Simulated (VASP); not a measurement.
SiB2: density of states with PBE

The system is SiB2.

```xyz
6
Lattice="2.9579 0.0000 0.0000 0.0000 4.7661 0.0000 0.0000 0.0000 3.7353" Properties=species:S:1:pos:R:3 pbc="T T T"
Si    1.4789    2.3831    0.4941
Si    0.0000    0.0000    3.2412
B     1.4789    3.3230    2.2972
B     1.4789    1.4431    2.2972
B     0.0000    0.9399    1.4381
B     0.0000    3.8262    1.4381
```

The cell was built by a generator and needn't be a form met in nature.

```yaml
Program: VASP 6.6.1
Task: density of states
Functional: PBE
Potentials_or_basis: VASP PAW PBE potentials, release 64 (Si, B)
Cutoff: 520 eV
k_mesh: 10 × 6 × 8
Occupations: gaussian, width 0.1 eV
Spin: no spin polarisation
k_mesh_for_the_DOS: 15 × 9 × 12
Occupations_for_the_DOS: tetrahedron
Further_INCAR_settings: ALGO = Normal; EDIFF = 1e-07
```

```yaml
Valence_electrons_inside_the_program's_atomic_spheres: Si 1.53; B 1.97
```

Levels at points of the mesh, in eV from the Fermi level:
```csv
k point,band 7,band 8,band 9,band 10,band 11,band 12,band 13,band 14
"(0.00, 0.00, 0.00)",-2.73,-2.06,-1.94,-0.67,-0.67,1.99,4.28,4.96
"(0.00, 0.00, 0.50)",-3.32,-0.13,0.47,1.52,2.95,3.04,4.15,5.35
```

States per cell in windows of 1 eV (zero at the Fermi level; states under -8 eV left out):
| from (eV) | total | B3_p | B4_p | B5_p | B6_p | Si1_p | Si2_p |
| --- | --- | --- | --- | --- | --- | --- | --- |
| -8.0 | 1.43 | 0.08 | 0.08 | 0.08 | 0.08 | 0.08 | 0.08 |
| -7.0 | 1.77 | 0.12 | 0.12 | 0.12 | 0.12 | 0.11 | 0.11 |
| -6.0 | 1.88 | 0.15 | 0.15 | 0.15 | 0.15 | 0.12 | 0.12 |
| -5.0 | 1.50 | 0.13 | 0.13 | 0.13 | 0.13 | 0.08 | 0.08 |
| -4.0 | 1.59 | 0.15 | 0.15 | 0.15 | 0.15 | 0.08 | 0.08 |
| -3.0 | 1.69 | 0.17 | 0.17 | 0.17 | 0.17 | 0.05 | 0.05 |
| -2.0 | 1.52 | 0.16 | 0.16 | 0.16 | 0.16 | 0.04 | 0.04 |
| -1.0 | 1.07 | 0.08 | 0.08 | 0.08 | 0.08 | 0.03 | 0.03 |
| 0.0 | 1.21 | 0.07 | 0.07 | 0.07 | 0.07 | 0.05 | 0.05 |
| 1.0 | 1.50 | 0.08 | 0.08 | 0.08 | 0.08 | 0.08 | 0.08 |
| 2.0 | 1.85 | 0.08 | 0.08 | 0.08 | 0.08 | 0.13 | 0.13 |
| 3.0 | 1.91 | 0.10 | 0.10 | 0.10 | 0.10 | 0.14 | 0.14 |
| 4.0 | 1.17 | 0.07 | 0.07 | 0.07 | 0.07 | 0.07 | 0.07 |
| 5.0 | 0.31 | 0.03 | 0.03 | 0.03 | 0.03 | 0.01 | 0.01 |
| 6.0 | 0.05 | 0.00 | 0.00 | 0.00 | 0.00 | 0.00 | 0.00 |

Wall time 33 s on 4 MPI ranks on AMD EPYC 9R14 (Zen 4) (shared host), peak memory 0.26 GiB a rank.
